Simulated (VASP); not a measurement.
Take BAs (zinc blende), against free atoms with fixed spin and no zero-point term, in VASP with PAW potentials, and its cohesive energy.

One run gives 4.63 eV/atom. Which level is it?
A. PBEsol
B. r2SCAN
C. PBE-D3(BJ)
D. LDA

B, r2SCAN.  The others give 5.66 (LDA), 5.07 (PBEsol), 4.95 (PBE-D3(BJ)).

Only levels that ran to the end are used. Left out are those held back, those with too coarse a band path, GW runs whose mesh misses a band edge, hybrids' fits of cells that aren't cubic and levels without matching references; a question may draw on a part of the rest.
